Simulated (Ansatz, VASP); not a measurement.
# Mo7W47 (random alloy of the bcc Mo-W line, x = 0.8704) in two plane-wave programs

Aim: how closely do two programs agree when they are given the same cell, functional and k mesh? The structure shown is the start of the Ansatz relaxation below; VASP solves that cell, so the two are compared at the walk's first step.

Calculated with Ansatz 0.2.0; plane waves, with VASP 6.6.1 beside it; single point at PBE.

### 1. The starting structure

The cell holds 54 atoms: 47 W and 7 Mo. Its edges and angles: a = 9.546 Å, b = 9.546 Å, c = 9.546 Å, α = 90.0°, β = 90.0°, γ = 90.0°. It derives from Mo (bcc Mo-W), repeated 3×3×3. Bcc Mo-W: 54 atoms, 47 of 54 Mo sites given to W at random, cell and internal coordinates interpolated linearly between the end members (Vegard's rule); (so at first; earlier steps may have moved the atoms), displaced by a Gaussian of 0.02 A. Lattice constants are starting values near those of PBE.

### 2. Ansatz: relaxation, PBE

Ansatz runs on its default PAW (the set named soft_2) files.

The two programs are compared at the cell with which this relaxation starts, whose forces are those of its first step.

Input file input.yaml:

```yaml
crystal:
  lattice:
    - [9.54563, 0.0, 0.0]
    - [0.0, 9.54563, 0.0]
    - [0.0, 0.0, 9.54563]
  atoms:
    - { symbol: W, position: [0.0034, 0.99872, 0.99889] }
    - { symbol: W, position: [0.16442, 0.16848, 0.16184] }
    - { symbol: W, position: [0.00366, 0.99841, 0.334] }
    - { symbol: W, position: [0.16614, 0.16973, 0.49568] }
    - { symbol: Mo, position: [0.99932, 0.9992, 0.66904] }
    - { symbol: W, position: [0.16436, 0.16631, 0.83149] }
    - { symbol: W, position: [9.0e-05, 0.33455, 0.99769] }
    - { symbol: W, position: [0.16907, 0.50189, 0.16772] }
    - { symbol: W, position: [0.00189, 0.3319, 0.33308] }
    - { symbol: W, position: [0.16471, 0.49944, 0.50111] }
    - { symbol: Mo, position: [0.99855, 0.3325, 0.66523] }
    - { symbol: W, position: [0.1649, 0.49859, 0.83331] }
    - { symbol: W, position: [0.99766, 0.66716, 0.00348] }
    - { symbol: W, position: [0.16822, 0.83293, 0.16481] }
    - { symbol: W, position: [0.99843, 0.67021, 0.33344] }
    - { symbol: W, position: [0.16533, 0.83373, 0.5044] }
    - { symbol: Mo, position: [0.00025, 0.66796, 0.6673] }
    - { symbol: W, position: [0.16593, 0.83094, 0.8326] }
    - { symbol: W, position: [0.3329, 0.00123, 0.00176] }
    - { symbol: W, position: [0.50195, 0.16727, 0.16852] }
    - { symbol: Mo, position: [0.33175, 0.00263, 0.33441] }
    - { symbol: W, position: [0.49938, 0.16769, 0.49984] }
    - { symbol: W, position: [0.3357, 0.00318, 0.67125] }
    - { symbol: W, position: [0.49707, 0.16364, 0.83228] }
    - { symbol: W, position: [0.33367, 0.33517, 0.00066] }
    - { symbol: W, position: [0.49576, 0.49936, 0.1684] }
    - { symbol: W, position: [0.33382, 0.33493, 0.33287] }
    - { symbol: W, position: [0.49958, 0.50039, 0.50086] }
    - { symbol: W, position: [0.33375, 0.33358, 0.66526] }
    - { symbol: W, position: [0.50079, 0.50026, 0.8357] }
    - { symbol: W, position: [0.33585, 0.66705, 0.99921] }
    - { symbol: W, position: [0.49866, 0.83422, 0.16683] }
    - { symbol: W, position: [0.33261, 0.66676, 0.33203] }
    - { symbol: Mo, position: [0.50146, 0.8324, 0.50257] }
    - { symbol: Mo, position: [0.33418, 0.66791, 0.66437] }
    - { symbol: W, position: [0.50035, 0.83488, 0.83134] }
    - { symbol: W, position: [0.66611, 7.0e-05, 0.99712] }
    - { symbol: W, position: [0.83399, 0.16844, 0.16487] }
    - { symbol: W, position: [0.6674, 0.99725, 0.33325] }
    - { symbol: W, position: [0.82995, 0.16902, 0.50086] }
    - { symbol: Mo, position: [0.66662, 0.99838, 0.66934] }
    - { symbol: W, position: [0.83745, 0.16277, 0.83592] }
    - { symbol: W, position: [0.67008, 0.33404, 0.99749] }
    - { symbol: W, position: [0.83514, 0.49962, 0.1654] }
    - { symbol: W, position: [0.66409, 0.33449, 0.33499] }
    - { symbol: W, position: [0.83203, 0.50109, 0.4976] }
    - { symbol: W, position: [0.66835, 0.33343, 0.66628] }
    - { symbol: W, position: [0.83312, 0.50182, 0.83491] }
    - { symbol: W, position: [0.66778, 0.66696, 0.00016] }
    - { symbol: W, position: [0.83463, 0.83382, 0.1681] }
    - { symbol: W, position: [0.66602, 0.66157, 0.33551] }
    - { symbol: W, position: [0.83792, 0.83426, 0.49979] }
    - { symbol: W, position: [0.66638, 0.66642, 0.6667] }
    - { symbol: W, position: [0.83098, 0.83225, 0.83124] }
kpoints:
  mp_grid: { grid: [2, 2, 2] }
hamiltonian:
  xc: pbe
scf:
  occupations: { method: fermi_dirac, width: 0.1 }
output:
  forces: true
relax:
  f_tol: 0.04
  max_steps: 150
  cell: {}
```

The run is started by

```sh
$ ansatz run input.yaml --threads 6 --pin off --max-ram 76800MiB --backend cuda --events-out ev --progress --plain --runs-dir out
```

Numbers of over 12 decimals in the logs are rounded to 6 here.

The program printed:

```text
Engine: ansatz 0.2.0, x86_64-unknown-linux-gnu
Pseudopotentials: kind: paw
Pseudopotential: W, paw, valence charge 14, recommended cutoff 420 eV (normal), W.paw.azcp
Pseudopotential: Mo, paw, valence charge 14, recommended cutoff 420 eV (normal), Mo.paw.azcp
Functional definition: PBE
  parameter kappa = 0.804
  parameter beta = 0.066725
  exchange = pbe_x(kappa = kappa, mu = beta*pi^2/3)
  correlation = pbe_c(beta = beta)
concurrent solve slots: 4 of 6 are kept, ahead of what memory takes: no pass of the eigensolver takes more rounds on 4
device memory: the entry about to start is reckoned to put 12.8 GiB on a device that reports 69.7 GiB free
GPU FFT provider: cuFFT
GPU libraries: cuBLAS 13.8.2, cuFFT 12.4.0, cuSOLVER 12.3.4
Crystal: 54 atoms, lattice volume = 869.789 Å³
Basis set: ecut = 420 eV, 17071 PW (Γ), exchange–correlation on 128×128×128 points (8 copies of the dense FFT grid, shifted against one another)
Bands: 454, of which v1, the nominal top of the filled ones, is band 378 counted from 1 (377 counted from 0)
Symmetry: 1 space group operations
Space group: P1 (ITA 1), of the structure as read, at distance tolerance 9.5e-5 Å
k-points: 8
Non-local potential: W, projectors of the file, l = 0: 3, l = 1: 2, l = 2: 2, l = 3: 1
Non-local potential: Mo, projectors of the file, l = 0: 3, l = 1: 2, l = 2: 2, l = 3: 1
PAW form: soft (Blöchl's): semilocal exchange-correlation on the pseudo side does not see the compensation charge
PAW one-centre angular grid: W, 590 points (default); XC on 64 Gauss nodes
PAW one-centre angular grid: Mo, 590 points (default); XC on 64 Gauss nodes
Initial density: superposition of atomic densities (neutral atoms: chi_scale 0, normalization atom), corrected by the library's trained network
Initial wavefunctions: pseudopotential atomic-orbital guess
GPU buffer pool allocated for 262144 grid points (all kernels)
GPU transforms: local potential and band sums: pruned to the plane-wave sphere, on 64×64×64
Functional: x = pbe(κ = 0.804, μ = 0.219515), c = pbe(β = 0.066725)
SCF iter   1: F=—  HF=-522779.545051 eV  |F-HF|=—  |Δ(HF+E_count)|=         —  Δρ=2.65e-3  dr2=1.92e-1  ethr=1.77e-3  ⟨swp⟩=4.1  Hψ=13330  notcnv=0
preconditioner: auto → Kerker (q_TF=auto, 2.665 Å⁻¹)  [metal: Δε(μ)=0.011 eV  Ē_g=4.949 eV  σ=0.100 eV  W_gap=0.03  n_scr=256 (ndim 8)  ℏωp=22.7 eV  f_vac=0.000  D(μ)=22.05/eV (n_scr^D=146)]
SCF iter   2: F=—  HF=-522779.531383 eV  |F-HF|=—  |Δ(HF+E_count)|=   1.37e-2  Δρ=1.49e-3  dr2=6.69e-2  ethr=2.54e-5  ⟨swp⟩=1.0  Hψ=4184  notcnv=0
SCF iter   3: F=—  HF=-522779.532301 eV  |F-HF|=—  |Δ(HF+E_count)|=   9.17e-4  Δρ=1.78e-4  dr2=7.83e-4  ethr=8.85e-6  ⟨swp⟩=2.0  Hψ=3840  notcnv=0
SCF iter   4: F=—  HF=-522779.527846 eV  |F-HF|=—  |Δ(HF+E_count)|=   4.45e-3  Δρ=4.28e-5  dr2=1.36e-4  ethr=1.04e-7  ⟨swp⟩=2.0  Hψ=4880  notcnv=0
SCF iter   5: F=—  HF=-522779.527841 eV  |F-HF|=—  |Δ(HF+E_count)|=   4.80e-6  Δρ=1.46e-5  dr2=3.66e-6  ethr=1.80e-8  ⟨swp⟩=2.0  Hψ=3822  notcnv=0
SCF iter   6: F=—  HF=-522779.534094 eV  |F-HF|=—  |Δ(HF+E_count)|=   6.25e-3  Δρ=3.15e-6  dr2=1.60e-7  ethr=4.84e-10  ⟨swp⟩=2.4  Hψ=6130  notcnv=0
SCF iter   7: F=-522779.534094 eV  HF=-522779.534094 eV  |F-HF|=1.11e-9  |Δ(HF+E_count)|=   1.46e-8  Δρ=4.44e-7  dr2=2.10e-9  ethr=1.32e-11  ⟨swp⟩=3.8  Hψ=10049  notcnv=0
SCF 1 converged in 7 iterations: F = -522779.534094 eV  dr2 = 2.10e-9
  greatest PAW one-centre occupation: 1.000 electrons in one spin orbital (limit 2), on the W atom at site 15 (counted from 0), in its partial waves of l = 0
relax step   1: F+E_penalty+E_count = -522779.53409391 eV  Δ(F+E_penalty+E_count) = +0.000e0 eV  max|allowed force component| = 9.394e-1 eV/Å  Δτ_max = 0.0000 Å  P = -0.232 GPa  Ω = 869.789 Å³  (7 SCF iters, dr2 threshold 1.00e-7 eV, accepted)
concurrent solve slots: 4 of 6 are kept, ahead of what memory takes: no pass of the eigensolver takes more rounds on 4
device memory: the entry about to start is reckoned to put 11.9 GiB (of the 12.8 GiB reckoned in all, the device holds 0.9 GiB already) on a device that reports 69.0 GiB free
GPU FFT provider: cuFFT
GPU libraries: cuBLAS 13.8.2, cuFFT 12.4.0, cuSOLVER 12.3.4
Crystal: 54 atoms, lattice volume = 860.663 Å³
Basis set: ecut = 420 eV, 16831 PW (Γ), exchange–correlation on 128×128×128 points (8 copies of the dense FFT grid, shifted against one another)
Initial density: handed on by an earlier stage of this run
Initial wavefunctions: those handed on with the density
GPU buffer pool allocated for 262144 grid points (all kernels)
GPU transforms: local potential and band sums: pruned to the plane-wave sphere, on 64×64×64
iter 1 solved again at ethr=4.95e-4 eV; its pass at ethr=3.10e-3 eV (dr2=3.74e0 eV) is discarded
SCF iter   1: F=—  HF=-522778.527433 eV  |F-HF|=—  |Δ(HF+E_count)|=         —  Δρ=1.66e-2  dr2=3.90e0  ethr=4.95e-4  ⟨swp⟩=1.0  Hψ=17933  notcnv=0
[...]
--- Relaxed structure (4 steps of the walk, 3 accepted, 1 SCFs on fresh bases) ---
  F+E_penalty+E_count = -522780.00616065 eV   max|allowed force component| = 1.124e-3 eV/Å   (the final SCF, on the basis selected at the relaxed cell)
  cell:  # Å, volume = 868.3096 Å³
    - [9.539582, 0.000693036, -2.8948871599043666e-5]
    - [0.000693036, 9.539901, 1.6921651293538682e-5]
    - [-2.8948871599043666e-5, 1.6921651293538682e-5, 9.541164]
  atoms:
    - { symbol: W, position: [0.000103984, 1.000139, 0.999815] }
    - { symbol: W, position: [0.166895, 0.166685, 0.166869] }
    - { symbol: W, position: [0.000100773, 1.000163, 0.333673] }
    - { symbol: W, position: [0.166685, 0.166675, 0.500172] }
    - { symbol: Mo, position: [1.000083, 1.000144, 0.666658] }
    - { symbol: W, position: [0.166514, 0.166833, 0.833089] }
    - { symbol: W, position: [0.000100052, 0.333505, 0.999822] }
    - { symbol: W, position: [0.166732, 0.500229, 0.166743] }
    - { symbol: W, position: [0.000129477, 0.333473, 0.333694] }
    - { symbol: W, position: [0.166679, 0.500396, 0.500444] }
    - { symbol: Mo, position: [1.000110, 0.333504, 0.666656] }
    - { symbol: W, position: [0.166679, 0.500374, 0.832942] }
    - { symbol: W, position: [1.000129, 0.666972, -0.000220075] }
    - { symbol: W, position: [0.166894, 0.833680, 0.166906] }
    - { symbol: W, position: [1.000166, 0.666967, 0.333682] }
    - { symbol: W, position: [0.166778, 0.833526, 0.500313] }
    - { symbol: Mo, position: [0.000136792, 0.666962, 0.666674] }
    - { symbol: W, position: [0.166685, 0.833414, 0.832939] }
    - { symbol: W, position: [0.333333, 0.000131698, -0.000151128] }
    - { symbol: W, position: [0.499929, 0.166679, 0.166904] }
    - { symbol: Mo, position: [0.333387, 7.577866577174498e-5, 0.333723] }
    - { symbol: W, position: [0.500070, 0.166562, 0.500079] }
    - { symbol: W, position: [0.333410, 2.022415056933072e-5, 0.666520] }
    - { symbol: W, position: [0.500188, 0.166673, 0.833151] }
    - { symbol: W, position: [0.333328, 0.333499, -0.00012346] }
    - { symbol: W, position: [0.500092, 0.500271, 0.166784] }
    - { symbol: W, position: [0.333301, 0.333500, 0.333638] }
    - { symbol: W, position: [0.499927, 0.500376, 0.500206] }
[...]
- { symbol: Mo, position: [0.500004, 0.833601, 0.500139] }
    - { symbol: Mo, position: [0.333270, 0.667058, 0.666612] }
[...]
- { symbol: Mo, position: [0.666792, 1.000080, 0.666603] }
[...]
- { symbol: W, position: [0.666823, 0.333521, 0.666679] }
    - { symbol: W, position: [0.833618, 0.500231, 0.833091] }
    - { symbol: W, position: [0.666762, 0.666974, -0.000186376] }
    - { symbol: W, position: [0.833366, 0.833507, 0.166788] }
    - { symbol: W, position: [0.666627, 0.667114, 0.333781] }
    - { symbol: W, position: [0.833486, 0.833674, 0.500440] }
    - { symbol: W, position: [0.666698, 0.667095, 0.666548] }
    - { symbol: W, position: [0.833451, 0.833688, 0.832955] }
```

The column dr2 measures how far the density is from self-consistency, as an energy; F and HF (Harris–Foulkes) agree once it is small.

(Part 1 of 2 ends here.)

[Lines on the potential files, build, host, timing and source positions are cut from VASP's logs without a mark.]

[Logs are printed without paths, hosts, clocks, repeated set-up lines and the standing remarks that a program may print on its own settings, such as how far it seeks lower states.]

[Hosts, paths, dates, database ids (printed as entryN), source tags and the programs' standing remarks are cut or masked in the printed files.]
